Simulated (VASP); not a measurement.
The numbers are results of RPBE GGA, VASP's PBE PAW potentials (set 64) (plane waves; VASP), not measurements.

VASP ran on this input.

**KPOINTS**
```
K-points
0
Gamma
14 14 14
```

**POSCAR**
```
In
1
   -1.6687433312     1.6687433312     2.5727133856
    1.6687433312    -1.6687433312     2.5727133856
    1.6687433312     1.6687433312    -2.5727133856
In
1
Direct
  0.0000000000   0.0000000000   0.0000000000
```

**INCAR**
```
PREC=Accurate
ISMEAR=1
EDIFF=1E-6   ! SCF stop (eV)
IBRION=2   ! conjugate gradients
SYSTEM=In
LREAL=.FALSE.   ! projection in real space or not
LWAVE=.FALSE.
SIGMA=0.1
ALGO=Normal   ! blocked Davidson
GGA=RP   ! RPBE
EDIFFG=-0.01   ! ionic stop
LMAXMIX=4   ! l cut-off of mixed one-centre charges
ISIF=3
NSW=60
LASPH=.TRUE.
LCHARG=.FALSE.
ENCUT=520
NELM=100
```

POTCAR, in this order: In_d (PBE.64 set). Program: vasp_std.

Unless said otherwise, spin-orbit coupling is left out, though it shifts the bands of the heavy elements here.

Task: What does the run give for the energy per atom (σ→0), band gap (on the k-mesh)?

Result: 
```yaml
energy per atom (σ→0): -2.200 eV/atom
band gap (on the k-mesh): none (metal, semimetal or under 0.01 eV)
```

**OSZICAR**
```
...
DAV:   5    -0.221182863725E+01   -0.25217E-02   -0.25216E-02  5814   0.167E+00    0.181E+00
DAV:   6    -0.220080679330E+01    0.11022E-01   -0.26087E-02  5696   0.342E+00    0.963E-01
DAV:   7    -0.219949980072E+01    0.13070E-02   -0.11208E-02  5732   0.209E+00    0.205E-01
DAV:   8    -0.219963752819E+01   -0.13773E-03   -0.10250E-03  5532   0.575E-01    0.251E-02
DAV:   9    -0.219965136982E+01   -0.13842E-04   -0.32174E-05  5910   0.822E-02    0.153E-02
DAV:  10    -0.219965281083E+01   -0.14410E-05   -0.24880E-06  5292   0.177E-02    0.536E-03
DAV:  11    -0.219965278422E+01    0.26614E-07   -0.39461E-07  2828   0.866E-03
   1 F= -.21996528E+01 E0= -.21995589E+01  d E =-.219965E+01
```

The compound is In in the bct structure. It was relaxed first, which changed the volume by +10 %. The start is the result of an earlier pass.
